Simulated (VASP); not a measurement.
# FCdCl in VASP: further runs, part 2 of 2

VASP 6.6.1. The steps go on from the part before.

## Step 4: Atomic charges, PBE+TS

Contents of INCAR:

```
ALGO = Normal
EDIFF = 1E-7
ENCUT = 520
GGA = PE
ISIF = 2
ISMEAR = 0
IVDW = 2
LASPH = T
LCHARG = F
LORBIT = 10
LREAL = F
LWAVE = F
NELM = 80
PREC = Accurate
SIGMA = 0.01
```

Contents of KPOINTS:

```
k-points
0
Gamma
  1 1 1
```

Contents of POSCAR:

```
CdClF
1.0
   10.0000000000      0.0000000000      0.0000000000
    0.0000000000     14.0000000000      0.0000000000
    0.0000000000      0.0000000000     10.0000000000
F Cd Cl
1 1 1
Direct
    0.4529200000      0.6467500000      0.4982800000
    0.4975700000      0.5127214300      0.5030100000
    0.5496800000      0.3562500000      0.5085200000
```

Potentials or basis: VASP PAW PBE potentials, release 64 (F, Cd, Cl).

Launch:

```
$ cat potpaw_PBE.64/F/POTCAR potpaw_PBE.64/Cd/POTCAR potpaw_PBE.64/Cl/POTCAR > POTCAR
$ mpirun -np 1 vasp_gam > vasp.out
```

OUTCAR:

```text
EDIFF = 1E-7
   ENCUT = 520
   GGA = PE
   ISIF = 2
   ISMEAR = 0
   IVDW = 2
   LASPH = T
   LORBIT = 10
   LREAL = F
   NELM = 80
   PREC = Accurate
  IVDW =   2

 ion  position               nearest neighbor table
   1  0.453  0.647  0.498-   2 1.93
   2  0.498  0.513  0.503-   1 1.93   3 2.25
   3  0.550  0.356  0.509-   2 2.25

  LATTYP: Found a simple tetragonal cell.
 ALAT       =    10.0000000000
 C/A-ratio  =     1.4000000000

  Lattice vectors:

 A1 = ( -10.0000000000,   0.0000000000,   0.0000000000)
 A2 = (   0.0000000000,   0.0000000000,  10.0000000000)
 A3 = (   0.0000000000,  14.0000000000,   0.0000000000)

Analysis of symmetry for initial positions (statically):
=====================================================================
 Subroutine PRICEL returns:
 Original cell was already a primitive cell.

 Routine SETGRP: Setting up the symmetry group for a
 simple tetragonal supercell.

 Subroutine GETGRP returns: Found  1 space group operations
 (whereof  1 operations were pure point group operations)
 out of a pool of 16 trial point group operations.

The static configuration has the point symmetry C_1 .

Analysis of symmetry for dynamics (positions and initial velocities):
=====================================================================
 Subroutine PRICEL returns:
 Original cell was already a primitive cell.

 Routine SETGRP: Setting up the symmetry group for a
 simple tetragonal supercell.

 Subroutine GETGRP returns: Found  1 space group operations
 (whereof  1 operations were pure point group operations)
 out of a pool of 16 trial point group operations.

The dynamic configuration has the point symmetry C_1 .

 Subroutine INISYM returns: Found  1 space group operations
 (whereof  1 operations are pure point group operations),
 and found     1 'primitive' translations
[... 101 lines left out ...]
   IVDW    =     2    specifies the selected vdW correction
   LEPSILON=     F    determine dielectric tensor
   LRPA    =     F    only Hartree local field effects (RPA)
 non-spin polarized calculation
 Gauss-broadening in eV      SIGMA  =   0.01
  energy-cutoff  :      520.00
  volume of cell :     1400.00
 maximum number of plane-waves:     18825
 NGX is ok and might be reduce to    80
   NGX = 37   NGY = 53   NGZ = 37

 number of electron      25.9999996 magnetization

 Free energy of the ion-electron system (eV)
  ---------------------------------------------------
  ext. energy  EPLUGINS =         0.00000000
  ---------------------------------------------------
  free energy    TOTEN  =        -7.62488484 eV

  energy without entropy =       -7.62488484  energy(sigma->0) =       -7.62488484

 E-fermi :  -7.4125     XC(G=0):  -0.8805

 val. band max:       -7.5016173002   @ k =   0.0000   0.0000   0.0000
 cond. band min:      -2.9605094749   @ k =   0.0000   0.0000   0.0000
 fundamental gap:      4.5411078253
 Fermi energy:        -7.4125207932

 k-point     1 :       0.0000    0.0000    0.0000
  band No.  band energies     occupation
      1     -27.3281      2.00000
      2     -20.0539      2.00000
      3     -14.0601      2.00000
      4     -13.8203      2.00000
      5     -13.8201      2.00000
      6     -13.7173      2.00000
[... 9 lines left out ...]
     16      -1.0391      0.00000
     17       0.0191      0.00000

------------------------ aborting loop because EDIFF is reached ----------------------------------------

  Hirshfeld charges:
            ion         q(e)
   ------------------------------
      1     F       -0.34497637
      2     Cd       0.59194980
      3     Cl      -0.24697343

  Tkatchenko/Scheffler method for vdW energy calculation

  Number of pair interactions contributing to vdW energy:    2187

  Edisp (eV):   -0.00545

  FORCE on cell =-STRESS in cart. coord.  units (eV):
  Direction    XX          YY          ZZ          XY          YZ          ZX
  --------------------------------------------------------------------------------------
  -------------------------------------------------------------------------------------
  Total       0.04992     1.62395    -0.04136    -0.41246    -0.04351     0.01051
  in kB       0.05713     1.85847    -0.04734    -0.47202    -0.04980     0.01203
  external pressure =        0.62 kB  Pullay stress =        0.00 kB

 VOLUME and BASIS-vectors are now :
 -----------------------------------------------------------------------------
  energy-cutoff  :      520.00
  volume of cell :     1400.00
      direct lattice vectors                 reciprocal lattice vectors
    10.000000000  0.000000000  0.000000000     0.100000000  0.000000000  0.000000000
     0.000000000 14.000000000  0.000000000     0.000000000  0.071428571  0.000000000
     0.000000000  0.000000000 10.000000000     0.000000000  0.000000000  0.100000000

 POSITION                                       TOTAL-FORCE (eV/Angst)
 -----------------------------------------------------------------------------------
      4.52920      9.05450      4.98280        -0.154895      0.632627     -0.016585
      4.97570      7.17810      5.03010         0.099103     -0.407574      0.010525
      5.49680      4.98750      5.08520         0.055792     -0.225052      0.006059
 -----------------------------------------------------------------------------------
    total drift:                                0.000034      0.000832     -0.000318

  FREE ENERGIE OF THE ION-ELECTRON SYSTEM (eV)
  ---------------------------------------------------
  free  energy   TOTEN  =        -7.6303340562 eV

  energy  without entropy=       -7.6303340562  energy(sigma->0) =       -7.63033406

 total charge

# of ion       s       p       d       tot
------------------------------------------
    1        1.742   4.294   0.000   6.036
    2        0.477   0.263   9.558  10.298
    3        1.602   3.490   0.000   5.092
--------------------------------------------------
tot          3.821   8.047   9.558  21.426
```

OSZICAR:

```text
N       E                     dE             d eps       ncg     rms          rms(c)
DAV:   1     0.320317817091E+03    0.32032E+03   -0.65238E+03    34   0.935E+02
DAV:   2     0.890349967613E+02   -0.23128E+03   -0.21913E+03    51   0.190E+02
DAV:   3    -0.383640345962E+01   -0.92871E+02   -0.92507E+02    44   0.148E+02
[... 19 lines left out ...]
DAV:  23    -0.762488330756E+01   -0.23238E-05   -0.70321E-08    34   0.946E-04    0.960E-05
DAV:  24    -0.762488418946E+01   -0.88190E-06   -0.25640E-08    26   0.649E-04    0.139E-04
DAV:  25    -0.762488453589E+01   -0.34643E-06   -0.29382E-09    34   0.367E-04    0.614E-05
DAV:  26    -0.762488479397E+01   -0.25808E-06   -0.91938E-09    26   0.405E-04    0.448E-05
DAV:  27    -0.762488483829E+01   -0.44318E-07    0.31124E-09    34   0.153E-04
   1 F= -.76303341E+01 E0= -.76303341E+01  d E =-.316473E-36
```

Run time: 71 s. Hardware: 1 thread of AMD EPYC 9R45 (Zen 5), shared host; peak memory 1.2 GiB.

Results:

```yaml
Free_energy: -7.6303 eV
Largest_force: 0.652 eV/Å
Gap_between_the_frontier_levels: 4.54 eV
Valence_electrons_inside_the_program's_atomic_spheres: F 6.04; Cd 10.30; Cl 5.09
Hirshfeld_charges: F -0.34; Cd +0.59; Cl -0.25 e
Dispersion_energy_per_atom: -0.002 eV
```

Forces in eV/Å, atoms in the order of the input:
```
F   -0.155  0.633 -0.017
Cd   0.099 -0.408  0.011
Cl   0.056 -0.225  0.006
```

## Step 5: The runs side by side

```tsv
task	level	cell	gap on the mesh (eV)	largest force (eV/Å)
single point	PBE	atoms moved at random, drawn with an rms of 0.05 Å	4.65	2.44
relaxation of the atoms	PBE	atoms relaxed from: atoms moved at random, drawn with an rms of 0.02 Å	4.39	0.02
atomic charges	PBE+TS	as given	4.54	0.65
```

Alike in all rows: potentials or basis VASP PAW PBE potentials, release 64 (F, Cd, Cl); no spin polarisation; k mesh 1 × 1 × 1; cutoff (eV) 520; smearing gaussian 0.01 eV.

Total energies depend on the potentials used, so only differences within one code and one set of settings carry meaning.
